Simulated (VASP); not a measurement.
# Ba2Tl5V3O12 (P-42m) in VASP: equation of state

Aim: energy against volume of Ba2Tl5V3O12 in PBE, for its equilibrium volume and stiffness.

All numbers are computed with VASP 6.6.1; they aren't measurements. Logs are shortened: lines on timing, memory, paths and dates and some standing lists are left out, and cuts for length are marked.

**1. The crystal as given**

It takes space group P-42m (No. 111, tetragonal). The conventional cell has a = 10.975 Å, b = 10.975 Å, c = 6.604 Å, α = 90.00°, β = 90.00°, γ = 90.00°. Around Ba (site symmetry 222) lie 4 O at 2.58 Å. V (site symmetry -42m) is surrounded by 4 O at 1.73 Å. V (site symmetry 222) is surrounded by 4 O at 1.73 Å. Tl (site symmetry -42m) has 4 O at 2.65 Å as nearest neighbours. Tl (site symmetry m) is surrounded by 3 O at 2.50 to 2.65 Å. Around O (site symmetry m) lie 1 V at 1.73 Å. O (site symmetry 1) has 1 V at 1.73 Å as nearest neighbours.

The cell was built by a generator and needn't be a form met in nature.

**2. Equation of state, PBE, collinear spin, ferromagnetic start, 33.98 Å³/atom (volume scaled by 0.94)**

INCAR

```
  PREC = Accurate
  ENCUT = 520
  EDIFF = 1E-7
  ISMEAR = -1
  SIGMA = 0.05
  LREAL = F
  LASPH = T
  NELM = 120
  ALGO = Normal
  ISIF = 2
  LWAVE = F
  LCHARG = F
  ISPIN = 2
  MAGMOM = 0 0 2 2 2 0 0 0 0 0 0 0 0 0 0 0 0 0 0 0 0 0
  LORBIT = 11
  LMAXMIX = 4
  GGA = PE
  NBANDS = 119
  KPAR = 4
```

KPOINTS

```
Automatic mesh
0
Gamma
  3 3 4
```

POSCAR

```
Ba2Tl5V3O12
1.0
   10.7505363211      0.0000000000      0.0000000000
    0.0000000000     10.7505363211      0.0000000000
    0.0000000000      0.0000000000      6.4691866620
Ba V Tl O
2 3 5 12
Direct
    0.0000000000      0.5000000000      0.0000000000
    0.5000000000      0.0000000000      0.0000000000
    0.5000000000      0.5000000000      0.0000000000
    0.5000000000      0.0000000000      0.5000000000
    0.0000000000      0.5000000000      0.5000000000
    0.5000000000      0.5000000000      0.5000000000
    0.7126000000      0.2874000000      0.4022800000
    0.2874000000      0.7126000000      0.4022800000
    0.7126000000      0.7126000000      0.5977200000
    0.2874000000      0.2874000000      0.5977200000
    0.4106400000      0.5893600000      0.1577000000
    0.5893600000      0.4106400000      0.1577000000
    0.5893600000      0.5893600000      0.8423000000
    0.4106400000      0.4106400000      0.8423000000
    0.5866100000      0.0857000000      0.3337800000
    0.4133900000      0.0857000000      0.6662200000
    0.5866100000      0.9143000000      0.6662200000
    0.4133900000      0.9143000000      0.3337800000
    0.0857000000      0.5866100000      0.3337800000
    0.0857000000      0.4133900000      0.6662200000
    0.9143000000      0.5866100000      0.6662200000
    0.9143000000      0.4133900000      0.3337800000
```

Potentials or basis: VASP PAW PBE potentials, release 64 (Ba_sv, V_sv, Tl_d, O).

Run with:

```
cat potpaw_PBE.64/Ba_sv/POTCAR potpaw_PBE.64/V_sv/POTCAR potpaw_PBE.64/Tl_d/POTCAR potpaw_PBE.64/O/POTCAR > POTCAR
mpirun -np 4 vasp_std > vasp.out
```

OUTCAR:

```text
PREC = Accurate
   ENCUT = 520
   EDIFF = 1E-7
   ISMEAR = -1
   LREAL = F
   LASPH = T
   NELM = 120
   ISIF = 2
   ISPIN = 2
   LORBIT = 11
   GGA = PE

 Found      9 irreducible k-points:

 Following reciprocal coordinates:
            Coordinates               Weight
  0.000000  0.000000  0.000000      1.000000
  0.333333  0.000000  0.000000      4.000000
  0.333333  0.333333  0.000000      4.000000
  0.000000  0.000000  0.250000      2.000000
  0.333333  0.000000  0.250000      8.000000
  0.333333  0.333333  0.250000      8.000000
   k-points           NKPTS =      9   k-points in BZ     NKDIM =      9   number of bands    NBANDS=    119
   number of dos      NEDOS =    301   number of ions     NIONS =     22
   total plane-waves  NPLWV = 307200
   dimension x,y,z NGX =    80 NGY =   80 NGZ =   48
   dimension x,y,z NGXF=   160 NGYF=  160 NGZF=   96
   ions per type =               2   3   5  12
   NGX,Y,Z   is equivalent  to a cutoff of  12.37, 12.37, 12.34 a.u.
   NGXF,Y,Z  is equivalent  to a cutoff of  24.74, 24.74, 24.67 a.u.
 SYSTEM =  unknown system
   PREC   = accura    normal or accurate (medium, high low for compatibility)
   ISTART =      0    job   : 0-new  1-cont  2-samecut
   ICHARG =      2    charge: 1-file 2-atom 10-const
   ISPIN  =      2    spin polarized calculation?
   LNONCOLLINEAR =      F non collinear calculations
   LSORBIT =      F    spin-orbit coupling
   LASPH  =      T    aspherical Exc in radial PAW
   ENCUT  =  520.0 eV  38.22 Ry    6.18 a.u.  19.99 19.99 12.03*2*pi/ulx,y,z
   NELM   =    120;   NELMIN=  2; NELMDL= -5     # of ELM steps
   EDIFF  = 0.1E-06   stopping-criterion for ELM
   LREAL  =      F    real-space projection
   EDIFFG = 0.1E-05   stopping-criterion for IOM
   NSW    =      0    number of steps for IOM
   IBRION =     -1    ionic relax: 0-MD 1-quasi-New 2-CG
   NFREE  =      0    steps in history (QN), initial steepest desc. (CG)
   ISIF   =      2    stress and relaxation
   ISYM   =      2    0-nonsym 1-usesym 2-fastsym
   POTIM  = 0.5000    time-step for ionic-motion
   TEBEG  =    0.0;   TEEND  =   0.0 temperature during run
   PSTRESS=    0.0 pullay stress
   NELECT =     196.0000    total number of electrons
   NUPDOWN=      -1.0000    fix difference up-down
   EMIN   =  10.00;   EMAX   =-10.00  energy-range for DOS
   EFERMI =   0.00;   METHOD = LEGACY
   ISMEAR =    -1;   SIGMA  =   0.05  broadening in eV -4-tet -1-fermi 0-gaus
   EFERMI_NEDOS =   21; number of points for ismear=-14 and -15
   IALGO  =     38    algorithm
   IMIX   =      4    mixing-type and parameters
     AMIX     =   0.40;   BMIX     =  1.00
     AMIX_MAG =   1.60;   BMIX_MAG =  1.00
  volume/ion in A,a.u.               =      33.98       229.34
  Fermi-wavevector in a.u.,A,eV,Ry     =   1.047748  1.979957 14.936150  1.097776
  Thomas-Fermi vector in A             =   2.182641
   LORBIT       =     11    0 simple, 1 ext, 2 COOP (PROOUT), +10 PAW based schemes
   GGA     = PE    functional components
   LHFCALC =     F    Hartree Fock is set to
   AEXX    =    0.0000 exact exchange contribution
   IVDW    =     0    specifies the selected vdW correction
   LEPSILON=     F    determine dielectric tensor
   LRPA    =     F    only Hartree local field effects (RPA)
 spin polarized calculation
  energy-cutoff  :      520.00
  volume of cell :      747.67
 maximum number of plane-waves:     20172
 NGX is ok and might be reduce to    80
   NGX = 39   NGY = 39   NGZ = 25

 number of electron     195.9999937 magnetization      -0.0000389

 number of electron     195.9999937 magnetization       0.0000130

 Free energy of the ion-electron system (eV)
  ---------------------------------------------------
  ext. energy  EPLUGINS =         0.00000000
  ---------------------------------------------------
  free energy    TOTEN  =      -142.66678214 eV

  energy without entropy =     -142.66678214  energy(sigma->0) =     -142.66678214

 E-fermi :   0.4093     XC(G=0):  -6.1781

 val. band max:       -0.6901913450   @ k =   0.3333   0.3333   0.5000
 cond. band min:       1.8003028865   @ k =   0.3333   0.0000   0.0000
 fundamental gap:      2.4904942316
 Fermi energy:         0.4093195115

 spin component 1

 k-point     1 :       0.0000    0.0000    0.0000
  band No.  band energies     occupation
      1     -64.5120      1.00000
      2     -64.5120      1.00000
      3     -64.2349      1.00000
      4     -38.5953      1.00000
      5     -38.5953      1.00000
      6     -38.5021      1.00000
[... 102 lines left out ...]
    109       3.2154      0.00000
    110       3.3545      0.00000

 k-point     2 :       0.3333    0.0000    0.0000
  band No.  band energies     occupation
      1     -64.5120      1.00000
      2     -64.5120      1.00000
      3     -64.2349      1.00000
      4     -38.5953      1.00000
      5     -38.5953      1.00000
      6     -38.5021      1.00000
[... 53 lines left out ...]

 spin component 2

 k-point     1 :       0.0000    0.0000    0.0000
  band No.  band energies     occupation
      1     -64.5120      1.00000
      2     -64.5120      1.00000
      3     -64.2349      1.00000
      4     -38.5953      1.00000
      5     -38.5953      1.00000
      6     -38.5021      1.00000
[... 102 lines left out ...]
    109       3.2154      0.00000
    110       3.3545      0.00000

 k-point     2 :       0.3333    0.0000    0.0000
  band No.  band energies     occupation
      1     -64.5120      1.00000
      2     -64.5120      1.00000
      3     -64.2349      1.00000
      4     -38.5953      1.00000
      5     -38.5953      1.00000
      6     -38.5021      1.00000
[... 102 lines left out ...]
    109       3.1942      0.00000
    110       3.3123      0.00000

 k-point     3 :       0.3333    0.3333    0.0000
  band No.  band energies     occupation
      1     -64.5120      1.00000
      2     -64.5120      1.00000
      3     -64.2349      1.00000
      4     -38.5953      1.00000
      5     -38.5953      1.00000
      6     -38.5022      1.00000
[... 102 lines left out ...]
    109       3.1710      0.00000
    110       3.3092      0.00000

 k-point     4 :       0.0000    0.0000    0.2500
  band No.  band energies     occupation
      1     -64.5120      1.00000
      2     -64.5120      1.00000
      3     -64.2349      1.00000
      4     -38.5954      1.00000
      5     -38.5954      1.00000
      6     -38.5021      1.00000
[... 102 lines left out ...]
    109       3.1115      0.00000
    110       3.1855      0.00000

 k-point     5 :       0.3333    0.0000    0.2500
  band No.  band energies     occupation
      1     -64.5120      1.00000
      2     -64.5120      1.00000
      3     -64.2349      1.00000
      4     -38.5954      1.00000
      5     -38.5954      1.00000
      6     -38.5022      1.00000
[... 102 lines left out ...]
    109       3.1739      0.00000
    110       3.1975      0.00000

 k-point     6 :       0.3333    0.3333    0.2500
  band No.  band energies     occupation
      1     -64.5120      1.00000
      2     -64.5120      1.00000
      3     -64.2349      1.00000
      4     -38.5954      1.00000
      5     -38.5954      1.00000
      6     -38.5022      1.00000
[... 102 lines left out ...]
    109       3.0992      0.00000
    110       3.1702      0.00000

 [... further k-points ...]

 [bands above 110 left out]

------------------------ aborting loop because EDIFF is reached ----------------------------------------

  FORCE on cell =-STRESS in cart. coord.  units (eV):
  Direction    XX          YY          ZZ          XY          YZ          ZX
  --------------------------------------------------------------------------------------
  -------------------------------------------------------------------------------------
  Total       13.1692172     13.1692172     22.7176189      0.0000000      0.0000000      0.0000000
  in kB       28.2202332     28.2202332     48.6814435      0.0000000      0.0000000      0.0000000
  external PRESSURE =      35.0406366 kB  Pullay stress =       0.0000000 kB

 VOLUME and BASIS-vectors are now :
 -----------------------------------------------------------------------------
  energy-cutoff  :      520.00
  volume of cell :      747.67
      direct lattice vectors                 reciprocal lattice vectors
    10.750536321  0.000000000  0.000000000     0.093018615  0.000000000  0.000000000
     0.000000000 10.750536321  0.000000000     0.000000000  0.093018615  0.000000000
     0.000000000  0.000000000  6.469186662     0.000000000  0.000000000  0.154578937

 POSITION                                       TOTAL-FORCE (eV/Angst)
 -----------------------------------------------------------------------------------
      0.00000      5.37527      0.00000         0.000000      0.000000     -0.000000
      5.37527      0.00000      0.00000         0.000000      0.000000     -0.000000
      5.37527      5.37527      0.00000         0.000000      0.000000      0.000000
      5.37527      0.00000      3.23459         0.000000      0.000000     -0.000000
      0.00000      5.37527      3.23459         0.000000      0.000000      0.000000
      5.37527      5.37527      3.23459         0.000000      0.000000      0.000000
[... 14 lines left out ...]
      9.82922      6.30637      4.30990        -0.861182      0.900723      0.610542
      9.82922      4.44416      2.15929        -0.861182     -0.900723     -0.610542
 -----------------------------------------------------------------------------------
    total drift:                               -0.000000     -0.000000     -0.000000

  FREE ENERGIE OF THE ION-ELECTRON SYSTEM (eV)
  ---------------------------------------------------
  free  energy   TOTEN  =      -142.6667821382 eV

  energy  without entropy=     -142.6667821381  energy(sigma->0) =     -142.66678214

 total charge

# of ion       s       p       d       tot
------------------------------------------
    1        1.996   5.627   0.364   7.987
    2        1.996   5.627   0.364   7.987
    3        2.423   6.474   3.373  12.270
    4        2.433   6.493   3.413  12.339
    5        2.433   6.493   3.413  12.339
    6        1.254   0.236   9.694  11.184
[... 14 lines left out ...]
   21        1.585   3.434   0.000   5.019
   22        1.585   3.434   0.000   5.019
--------------------------------------------------
tot         36.634  72.763  59.351 168.747

 magnetization (x)

# of ion       s       p       d       tot
------------------------------------------
    1       -0.000  -0.000   0.000  -0.000
    2       -0.000  -0.000   0.000  -0.000
    3        0.000  -0.000  -0.000  -0.000
    4        0.000  -0.000  -0.000  -0.000
    5        0.000  -0.000  -0.000  -0.000
    6        0.000  -0.000  -0.000  -0.000
[... 14 lines left out ...]
   21       -0.000   0.000   0.000   0.000
   22       -0.000   0.000   0.000   0.000
--------------------------------------------------
tot          0.000   0.000  -0.000  -0.000
```

It took 30 min on 4 MPI ranks of AMD EPYC 7R13 (Zen 3), shared host; peak memory 1.7 GiB.

Results:

```yaml
Free_energy: -142.6668 eV
Pressure: 3.5 GPa
Largest_force: 1.388 eV/Å
Band_gap_on_the_k_mesh: 2.49 eV, indirect (least direct gap 2.57 eV)
Net_moment: 0.00 μB per cell
Valence_electrons_inside_the_program's_atomic_spheres: Ba 7.99; V 12.27, 12.34; Tl 11.18, 11.13; O 4.99, 5.02
```

Caveat: spin-orbit coupling is left out, which as a rule narrows the gap of such compounds by several tenths of an eV; an odd mesh through Γ misses points on the zone boundary, where band edges often lie; forces of over 1 eV/Å show positions far from the minimum, so gaps and moduli don't describe the material at rest.

**3. Equation of state, PBE, collinear spin, ferromagnetic start, 34.71 Å³/atom (volume scaled by 0.96)**

INCAR is that of step 2.

KPOINTS is that of step 2.

Edit POSCAR of step 2 so:

```diff
@@ -2,5 +2,5 @@
 1.0
-   10.7505363211      0.0000000000      0.0000000000
-    0.0000000000     10.7505363211      0.0000000000
-    0.0000000000      0.0000000000      6.4691866620
+   10.8262468178      0.0000000000      0.0000000000
+    0.0000000000     10.8262468178      0.0000000000
+    0.0000000000      0.0000000000      6.5147458156
 Ba V Tl O
```

Potentials or basis: VASP PAW PBE potentials, release 64 (Ba_sv, V_sv, Tl_d, O).

Run with:

```
cat potpaw_PBE.64/Ba_sv/POTCAR potpaw_PBE.64/V_sv/POTCAR potpaw_PBE.64/Tl_d/POTCAR potpaw_PBE.64/O/POTCAR > POTCAR
mpirun -np 4 vasp_std > vasp.out
```

Run time: 33 min. Hardware: 4 MPI ranks of AMD EPYC 7R13 (Zen 3), shared host; peak memory 1.8 GiB.

The run converged. Its results:

- Free energy: -142.9647 eV
- Pressure: 2.4 GPa
- Largest force: 0.954 eV/Å
- Band gap on the k mesh: 2.52 eV, indirect (least direct gap 2.59 eV)
- Net moment: 0.00 μB per cell
- Valence electrons inside the program's atomic spheres: Ba 7.97; V 12.19, 12.26; Tl 11.18, 11.12; O 4.98, 5.01

Caveat: spin-orbit coupling is left out, which as a rule narrows the gap of such compounds by several tenths of an eV; an odd mesh through Γ misses points on the zone boundary, where band edges often lie.

(Continued in part 2 of 2.)
